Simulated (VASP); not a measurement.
# HfSi2B4 (P6/mmm) in VASP: further runs

Aim: see how the results for HfSi2B4 move with the level of theory and the settings. Levels: PBE, r2SCAN. Tasks: relaxation of cell and atoms, single point.

Everything below comes from runs of VASP 6.6.1. Logs are shortened: lines on timing, memory, paths and dates and some standing lists are left out, and cuts for length are marked.

## 1. The structure

The structure is hexagonal, space group P6/mmm (No. 191). Conventional cell: a = 3.038 Å, b = 3.038 Å, c = 9.708 Å, α = 90.00°, β = 90.00°, γ = 120.00°. Hf (site symmetry 6/mmm) has 12 B at 2.52 Å as nearest neighbours. Around Si (site symmetry 6mm) lie 6 B at 2.49 Å and 1 Si at 2.56 Å. B (site symmetry 3m) is surrounded by 3 B at 1.75 Å.

The cell was built by a generator and needn't be a form met in nature.

## 2. Relaxation of cell and atoms, PBE

Contents of INCAR:

```
SYSTEM = HfSi2B4
ALGO = Normal
EDIFF = 1E-6
EDIFFG = -0.01
ENCUT = 520
GGA = PE
IBRION = 2
ISIF = 3
ISMEAR = 0
KPAR = 4
LASPH = .TRUE.
LCHARG = .FALSE.
LREAL = .FALSE.
LWAVE = .FALSE.
NELM = 120
NSW = 90
PREC = Accurate
SIGMA = 0.1
```

Contents of KPOINTS:

```
k-points
0
G
  12 12 4
  0 0 0
```

Contents of POSCAR:

```
HfSi2B4
1.0
    3.0380064200      0.0000000000      0.0000000000
   -1.5190032100      2.6309907400      0.0000000000
    0.0000000000      0.0000000000      9.7080000000
Hf Si B
1 2 4
Direct
    0.0000000000      0.0000000000      0.0000000000
    0.0000000000      0.0000000000      0.6318500200
    0.0000000000      0.0000000000      0.3681499800
    0.6666666700      0.3333333300      0.1862381500
    0.3333333300      0.6666666700      0.1862381500
    0.3333333300      0.6666666700      0.8137618500
    0.6666666700      0.3333333300      0.8137618500
```

Potentials or basis: VASP PAW PBE potentials, release 64 (Hf_pv, Si, B).

Run with:

```sh
cat potpaw_PBE.64/Hf_pv/POTCAR potpaw_PBE.64/Si/POTCAR potpaw_PBE.64/B/POTCAR > POTCAR
mpirun -np 4 vasp_std > vasp.out
```

OUTCAR:

```text
SYSTEM = HfSi2B4
   EDIFF = 1E-6
   EDIFFG = -0.01
   ENCUT = 520
   GGA = PE
   IBRION = 2
   ISIF = 3
   ISMEAR = 0
   LASPH = .TRUE.
   LREAL = .FALSE.
   NELM = 120
   NSW = 90
   PREC = Accurate

 ion  position               nearest neighbor table
   1  0.000  0.000  0.000-   4 2.52   5 2.52   6 2.52   7 2.52   4 2.52   7 2.52   5 2.52   6 2.52
                             4 2.52   7 2.52   5 2.52   6 2.52
   2  0.000  0.000  0.632-   6 2.49   7 2.49   7 2.49   6 2.49   7 2.49   6 2.49   3 2.56
   3  0.000  0.000  0.368-   4 2.49   5 2.49   4 2.49   5 2.49   4 2.49   5 2.49   2 2.56
   4  0.667  0.333  0.186-   5 1.75   5 1.75   5 1.75   3 2.49   3 2.49   3 2.49   1 2.52   1 2.52
                             1 2.52
   5  0.333  0.667  0.186-   4 1.75   4 1.75   4 1.75   3 2.49   3 2.49   3 2.49   1 2.52   1 2.52
                             1 2.52
   6  0.333  0.667  0.814-   7 1.75   7 1.75   7 1.75   2 2.49   2 2.49   2 2.49   1 2.52   1 2.52
                             1 2.52
   7  0.667  0.333  0.814-   6 1.75   6 1.75   6 1.75   2 2.49   2 2.49   2 2.49   1 2.52   1 2.52
                             1 2.52

  LATTYP: Found a hexagonal cell.
 ALAT       =     3.0380064200
 C/A-ratio  =     3.1955166178

  Lattice vectors:

 A1 = (   3.0380064200,   0.0000000000,   0.0000000000)
 A2 = (  -1.5190032100,   2.6309907400,   0.0000000000)
 A3 = (   0.0000000000,   0.0000000000,   9.7080000000)

Analysis of symmetry for initial positions (statically):
=====================================================================
 Subroutine PRICEL returns:
 Original cell was already a primitive cell.

 Routine SETGRP: Setting up the symmetry group for a
 hexagonal supercell.

 Subroutine GETGRP returns: Found 24 space group operations
 (whereof 24 operations were pure point group operations)
 out of a pool of 24 trial point group operations.

The static configuration has the point symmetry D_6h.

Analysis of symmetry for dynamics (positions and initial velocities):
=====================================================================
 Subroutine PRICEL returns:
 Original cell was already a primitive cell.

 Routine SETGRP: Setting up the symmetry group for a
 hexagonal supercell.

 Subroutine GETGRP returns: Found 24 space group operations
 (whereof 24 operations were pure point group operations)
 out of a pool of 24 trial point group operations.

The dynamic configuration has the point symmetry D_6h.

 Subroutine INISYM returns: Found 24 space group operations
 (whereof 24 operations are pure point group operations),
 and found     1 'primitive' translations

----------------------------------------------------------------------------------------

                                     Primitive cell

  volume of cell :      77.5957

  direct lattice vectors                    reciprocal lattice vectors
     3.038006420  0.000000000  0.000000000     0.329163228  0.190042478  0.000000000
    -1.519003210  2.630990740  0.000000000     0.000000000  0.380084956  0.000000000
     0.000000000  0.000000000  9.708000000     0.000000000  0.000000000  0.103007829

  length of vectors
     3.038006420  3.038006423  9.708000000     0.380084957  0.380084956  0.103007829

  position of ions in fractional coordinates (direct lattice)
     0.000000000  0.000000000  0.000000000
     0.000000000  0.000000000  0.631850020
     0.000000000  0.000000000  0.368149980
     0.666666670  0.333333330  0.186238150
     0.333333330  0.666666670  0.186238150
     0.333333330  0.666666670  0.813761850
     0.666666670  0.333333330  0.813761850

  ion indices of the primitive-cell ions
   primitive index   ion index
                 1           1
                 2           2
                 3           3
                 4           4
                 5           5
                 6           6
                 7           7

----------------------------------------------------------------------------------------

 KPOINTS: k-points

Automatic generation of k-mesh.
 Grid dimensions read from file:
 generate k-points for:   12   12    4

 Generating k-lattice:

  Cartesian coordinates                     Fractional coordinates (reciprocal lattice)
     0.027430269  0.015836873  0.000000000     0.083333333 -0.000000000  0.000000000
     0.000000000  0.031673746  0.000000000     0.000000000  0.083333333  0.000000000
     0.000000000  0.000000000  0.025751957     0.000000000  0.000000000  0.250000000

  Length of vectors
     0.031673746  0.031673746  0.025751957

  Shift w.r.t. Gamma in fractional coordinates (k-lattice)
     0.000000000  0.000000000  0.000000000

 Subroutine IBZKPT returns following result:
 ===========================================

 Found     57 irreducible k-points:

 Following reciprocal coordinates:
            Coordinates               Weight
  0.000000  0.000000  0.000000      1.000000
  0.083333  0.000000  0.000000      6.000000
  0.166667 -0.000000  0.000000      6.000000
  0.250000  0.000000  0.000000      6.000000
  0.333333 -0.000000  0.000000      6.000000
  0.416667 -0.000000  0.000000      6.000000
[... 16 lines left out ...]
  0.250000  0.000000  0.250000     12.000000
  0.333333 -0.000000  0.250000     12.000000
 [... further k-points ...]
   k-points           NKPTS =     57   k-points in BZ     NKDIM =     57   number of bands    NBANDS=     19
   number of dos      NEDOS =    301   number of ions     NIONS =      7
   total plane-waves  NPLWV =  41472
   dimension x,y,z NGX =    24 NGY =   24 NGZ =   72
   dimension x,y,z NGXF=    48 NGYF=   48 NGZF=  144
   ions per type =               1   2   4
   NGX,Y,Z   is equivalent  to a cutoff of  13.13, 13.13, 12.33 a.u.
   NGXF,Y,Z  is equivalent  to a cutoff of  26.27, 26.27, 24.66 a.u.
 SYSTEM =  HfSi2B4
   PREC   = accura    normal or accurate (medium, high low for compatibility)
   ISTART =      0    job   : 0-new  1-cont  2-samecut
   ICHARG =      2    charge: 1-file 2-atom 10-const
   ISPIN  =      1    spin polarized calculation?
   LNONCOLLINEAR =      F non collinear calculations
   LSORBIT =      F    spin-orbit coupling
   LASPH  =      T    aspherical Exc in radial PAW
   ENCUT  =  520.0 eV  38.22 Ry    6.18 a.u.   5.65  5.65 18.05*2*pi/ulx,y,z
   NELM   =    120;   NELMIN=  2; NELMDL= -5     # of ELM steps
   EDIFF  = 0.1E-05   stopping-criterion for ELM
   LREAL  =      F    real-space projection
   EDIFFG = -.1E-01   stopping-criterion for IOM
   NSW    =     90    number of steps for IOM
   IBRION =      2    ionic relax: 0-MD 1-quasi-New 2-CG
   NFREE  =      1    steps in history (QN), initial steepest desc. (CG)
   ISIF   =      3    stress and relaxation
   ISYM   =      2    0-nonsym 1-usesym 2-fastsym
   POTIM  = 0.5000    time-step for ionic-motion
   TEBEG  =    0.0;   TEEND  =   0.0 temperature during run
   PSTRESS=    0.0 pullay stress
   NELECT =      30.0000    total number of electrons
   NUPDOWN=      -1.0000    fix difference up-down
   EMIN   =  10.00;   EMAX   =-10.00  energy-range for DOS
   EFERMI =   0.00;   METHOD = LEGACY
   ISMEAR =     0;   SIGMA  =   0.10  broadening in eV -4-tet -1-fermi 0-gaus
   EFERMI_NEDOS =   21; number of points for ismear=-14 and -15
   IALGO  =     38    algorithm
   IMIX   =      4    mixing-type and parameters
     AMIX     =   0.40;   BMIX     =  1.00
     AMIX_MAG =   1.60;   BMIX_MAG =  1.00
  volume/ion in A,a.u.               =      11.09        74.81
  Fermi-wavevector in a.u.,A,eV,Ry     =   1.192622  2.253728 19.352195  1.422346
  Thomas-Fermi vector in A             =   2.328655
   LORBIT       =      0    0 simple, 1 ext, 2 COOP (PROOUT), +10 PAW based schemes
   GGA     = PE    functional components
   LHFCALC =     F    Hartree Fock is set to
   AEXX    =    0.0000 exact exchange contribution
   IVDW    =     0    specifies the selected vdW correction
   LEPSILON=     F    determine dielectric tensor
   LRPA    =     F    only Hartree local field effects (RPA)
 conjugate gradient relaxation of ions
 non-spin polarized calculation
 Gauss-broadening in eV      SIGMA  =   0.10
  energy-cutoff  :      520.00
  volume of cell :       77.60
 maximum number of plane-waves:      2125
 NGX is ok and might be reduce to    24
   NGX = 11   NGY = 11   NGZ = 37

--------------------------------------- Ionic step        1  -------------------------------------------

 number of electron      30.0000002 magnetization

 Free energy of the ion-electron system (eV)
  ---------------------------------------------------
  ext. energy  EPLUGINS =         0.00000000
  ---------------------------------------------------
  free energy    TOTEN  =       -47.35437185 eV

  energy without entropy =      -47.34554766  energy(sigma->0) =      -47.34995976

------------------------ aborting loop because EDIFF is reached ----------------------------------------

  FORCE on cell =-STRESS in cart. coord.  units (eV):
  Direction    XX          YY          ZZ          XY          YZ          ZX
  --------------------------------------------------------------------------------------
  -------------------------------------------------------------------------------------
  Total        0.1448011      0.1448011     -0.0746930      0.0000000      0.0000000     -0.0000000
  in kB        2.9898167      2.9898167     -1.5422431      0.0000000      0.0000000     -0.0000000
  external PRESSURE =       1.4791301 kB  Pullay stress =       0.0000000 kB
[... 190 lines left out ...]
  energy  without entropy=      -47.3463290555  energy(sigma->0) =      -47.35073728

--------------------------------------- Ionic step        6  -------------------------------------------

 number of electron      30.0000002 magnetization

 Free energy of the ion-electron system (eV)
  ---------------------------------------------------
  ext. energy  EPLUGINS =         0.00000000
  ---------------------------------------------------
  free energy    TOTEN  =       -47.35523626 eV

  energy without entropy =      -47.34651720  energy(sigma->0) =      -47.35087673

 E-fermi :   7.7942     XC(G=0): -11.5520

 val. band max:        7.7748131546   @ k =   0.1667   0.0833   0.0000
 cond. band min:       7.8299663271   @ k =   0.3333   0.3333   0.2500
 fundamental gap:      0.0551531726
 Fermi energy:         7.7941605667

 k-point     1 :       0.0000    0.0000    0.0000
  band No.  band energies     occupation
      1     -22.9143      2.00000
      2     -22.1466      2.00000
      3     -22.1466      2.00000
      4      -6.6947      2.00000
      5      -5.9600      2.00000
      6      -3.0003      2.00000
[... 11 lines left out ...]
     18      10.6011      0.00000
     19      11.7524      0.00000
[... 489 lines left out ...]
      3     -22.3170      2.00000
      4      -4.5527      2.00000
      5      -4.2374      2.00000
      6      -0.6168      2.00000
[... 11 lines left out ...]
     18      10.6200      0.00000
     19      10.9727      0.00000

 [... further k-points ...]

------------------------ aborting loop because EDIFF is reached ----------------------------------------

  FORCE on cell =-STRESS in cart. coord.  units (eV):
  Direction    XX          YY          ZZ          XY          YZ          ZX
  --------------------------------------------------------------------------------------
  -------------------------------------------------------------------------------------
  Total        0.0086179      0.0086179      0.0290935      0.0000000      0.0000000     -0.0000000
  in kB        0.1777286      0.1777286      0.6000004      0.0000000      0.0000000     -0.0000000
  external PRESSURE =       0.3184859 kB  Pullay stress =       0.0000000 kB
[... 22 lines left out ...]
  FREE ENERGIE OF THE ION-ELECTRON SYSTEM (eV)
  ---------------------------------------------------
  free  energy   TOTEN  =       -47.3552362640 eV

  energy  without entropy=      -47.3465171986  energy(sigma->0) =      -47.35087673

 reached required accuracy - stopping structural energy minimisation
```

Run time: 2 min. Hardware: 4 MPI ranks of Intel Xeon Platinum 8375C at 2.90GHz (Ice Lake), shared host; peak memory 0.26 GiB.

What came out:

```yaml
Free_energy: -47.3552 eV
Relaxed_volume: 11.10 Å³/atom
Relaxed_cell: a = 3.040 Å, b = 3.040 Å, c = 9.710 Å, α = 90.00°, β = 90.00°, γ = 120.00°
Space_group_after_relaxing_to_0.05_Å: P6/mmm (No. 191)
Energy_gained_by_relaxing: 0.1 meV/atom
Ionic_steps: 6
Pressure_after_relaxing: 0.0 GPa
Largest_force_after_relaxing: 0.006 eV/Å
Band_gap_on_the_k_mesh: none (metal or under the smearing width)
```

Forces on the atoms (eV/Å):
```
Hf   0.000  0.000  0.000
Si   0.000  0.000  0.002
Si   0.000  0.000 -0.002
B    0.000  0.000 -0.006
B    0.000  0.000 -0.006
B    0.000  0.000  0.006
B    0.000  0.000  0.006
```

Step by step:
```
step  energy change (eV)  largest force (eV/Å)  pressure (GPa)  volume (Å³)
   1              0.0000                0.0765            0.15        77.60
   2             -0.0005                0.0422           -0.10        77.71
   3             -0.0006                0.0339           -0.16        77.74
   4             -0.0008                0.0113            0.06        77.65
   5             -0.0008                0.0052            0.12        77.63
   6             -0.0009                0.0057            0.03        77.69
```

Final structure:
```
Hf Si B
1.0
     3.03953    0.00000    0.00000
    -1.51976    2.63231    0.00000
     0.00000    0.00000    9.70985
Hf Si B
1 2 4
Direct
  0.00000 0.00000 0.00000
  0.00000 0.00000 0.63289
  0.00000 0.00000 0.36711
  0.66667 0.33333 0.18628
  0.33333 0.66667 0.18628
  0.33333 0.66667 0.81372
  0.66667 0.33333 0.81372
```

Spin-orbit coupling is left out, which matters for the levels of Hf.

## 3. Relaxation of cell and atoms, PBE

Edit INCAR of step 2 so:

```diff
@@ -2,4 +2,4 @@
 ALGO = Normal
-EDIFF = 1E-6
-EDIFFG = -0.01
+EDIFF = 1E-7
+EDIFFG = -0.005
 ENCUT = 520
@@ -15,3 +15,4 @@
 NELM = 120
-NSW = 90
+NSW = 60
+POTIM = 0.3
 PREC = Accurate
```

KPOINTS is that of step 2.

Contents of POSCAR:

```
HfSi2B4                                 
1.0
    3.0395281361      0.0000000000     -0.0000000000
   -1.5197640681      2.6323085848     -0.0000000000
    0.0000000000      0.0000000000      9.7098476381
  Hf              Si              B             
     1     2     4
Direct
     1.0000000000000000    0.0000000000000000    0.0000000000000000
     1.0000000000000000    1.0000000000000000    0.6328926361751507
     0.0000000000000000    0.0000000000000000    0.3671073638248494
     0.6666666699999979    0.3333333300000021    0.1862845159002720
     0.3333333300000021    0.6666666699999979    0.1862845159002720
     0.3333333300000021    0.6666666699999979    0.8137154840997282
     0.6666666699999979    0.3333333300000021    0.8137154840997282
```

Potentials or basis: VASP PAW PBE potentials, release 64 (Hf_pv, Si, B).

Run with:

```sh
cat potpaw_PBE.64/Hf_pv/POTCAR potpaw_PBE.64/Si/POTCAR potpaw_PBE.64/B/POTCAR > POTCAR
mpirun -np 4 vasp_std > vasp.out
```

It took 82 s on 4 MPI ranks of Intel Xeon Platinum 8375C at 2.90GHz (Ice Lake), shared host; peak memory 0.27 GiB.

The run converged. Its results:

* Free energy: -47.3553 eV
* Relaxed volume: 11.10 Å³/atom
* Relaxed cell: a = 3.040 Å, b = 3.040 Å, c = 9.713 Å, α = 90.00°, β = 90.00°, γ = 120.00°
* Space group after relaxing (to 0.05 Å): P6/mmm (No. 191)
* Energy gained by relaxing: 0.0 meV/atom
* Ionic steps: 3
* Pressure after relaxing: 0.0 GPa
* Largest force after relaxing: 0.005 eV/Å
* Band gap on the k mesh: none (metal or under the smearing width)

Forces in eV/Å, atoms in the order of the input:
```
Hf   0.000  0.000  0.000
Si   0.000  0.000  0.004
Si   0.000  0.000 -0.004
B    0.000  0.000 -0.005
B    0.000  0.000 -0.005
B    0.000  0.000  0.005
B    0.000  0.000  0.005
```

Final structure:
```
CELL_PARAMETERS angstrom
3.03987 0.00000 0.00000
-1.51993 2.63260 0.00000
0.00000 0.00000 9.71338
ATOMIC_POSITIONS crystal
Hf 0.00000 0.00000 0.00000
Si 0.00000 0.00000 0.63291
Si 0.00000 0.00000 0.36709
B 0.66667 0.33333 0.18623
B 0.33333 0.66667 0.18623
B 0.33333 0.66667 0.81377
B 0.66667 0.33333 0.81377
```

Levels at points of the mesh, in eV from the Fermi level:
```csv
k point,band 12,band 13,band 14,band 15,band 16,band 17,band 18,band 19
"(0.00, 0.00, 0.00)",-1.43,-0.79,-0.79,1.93,1.93,2.81,2.81,3.96
"(0.50, 0.00, 0.00)",-3.74,-3.57,-3.38,-0.62,0.35,1.61,2.66,2.84
"(0.00, 0.00, 0.50)",-0.79,-0.79,0.28,1.92,1.92,2.81,2.81,4.21
"(0.50, 0.00, 0.50)",-4.25,-3.56,-1.97,-1.09,-0.35,1.92,2.09,2.57
```

## 4. Single point, r2SCAN

Contents of INCAR:

```
SYSTEM = HfSi2B4
ALGO = Normal
EDIFF = 1E-6
ENCUT = 520
ISIF = 2
ISMEAR = 0
KPAR = 4
LASPH = .TRUE.
LCHARG = .FALSE.
LMIXTAU = .TRUE.
LREAL = .FALSE.
LWAVE = .FALSE.
METAGGA = R2SCAN
NBANDS = 24
NELM = 150
PREC = Accurate
SIGMA = 0.1
```

KPOINTS is that of step 3.

Contents of POSCAR:

```
HfSi2B4                                 
1.0
    3.0398672550     -0.0000000000      0.0000000000
   -1.5199336276      2.6326022704     -0.0000000000
   -0.0000000000     -0.0000000000      9.7133848312
  Hf              Si              B             
     1     2     4
Direct
     0.0000000000000000    0.0000000000000000    0.0000000000000000
     0.0000000000000000    0.0000000000000000    0.6329079626603880
     1.0000000000000000    0.0000000000000000    0.3670920373396120
     0.6666666699999979    0.3333333300000021    0.1862321256175564
     0.3333333300000021    0.6666666699999979    0.1862321256175564
     0.3333333300000021    0.6666666699999979    0.8137678743824436
     0.6666666699999979    0.3333333300000021    0.8137678743824436
```

Run with:

```sh
cat potpaw_PBE.64/Hf_pv/POTCAR potpaw_PBE.64/Si/POTCAR potpaw_PBE.64/B/POTCAR > POTCAR
mpirun -np 4 vasp_std > vasp.out
```

It took 2.9 min on 4 MPI ranks of Intel Xeon Platinum 8375C at 2.90GHz (Ice Lake), shared host; peak memory 0.26 GiB.

It converged, with:

```yaml
Free_energy: -91.3216 eV
Pressure: -1.4 GPa
Largest_force: 0.019 eV/Å
Band_gap_on_the_k_mesh: none (metal or under the smearing width)
```

Forces in eV/Å, atoms in the order of the input:
```
Hf   0.000  0.000  0.000
Si   0.000  0.000  0.019
Si   0.000  0.000 -0.019
B    0.000  0.000 -0.015
B    0.000  0.000 -0.015
B    0.000  0.000  0.015
B    0.000  0.000  0.015
```

Stress tensor (GPa, compression positive):
```
-1.49  0.00  0.00
 0.00 -1.49  0.00
 0.00  0.00 -1.29
```

Levels at points of the mesh, in eV from the Fermi level:
```
           k point  band 11  band 12  band 13  band 14  band 15  band 16  band 17  band 18  band 19  band 20
(0.00, 0.00, 0.00)    -1.72    -1.55    -0.88    -0.88     2.00     2.00     2.96     2.96     4.10     4.10
(0.50, 0.00, 0.00)    -4.56    -3.98    -3.87    -3.56    -0.70     0.40     1.67     2.89     2.96     3.22
(0.00, 0.00, 0.50)    -1.90    -0.88    -0.88     0.34     1.98     1.98     2.97     2.97     4.35     4.35
(0.50, 0.00, 0.50)    -4.65    -4.57    -3.86    -2.01    -1.14    -0.45     1.94     2.30     2.67     2.86
```

Caveat: the PAW data sets were made with another functional, which shifts forces and pressure a little.
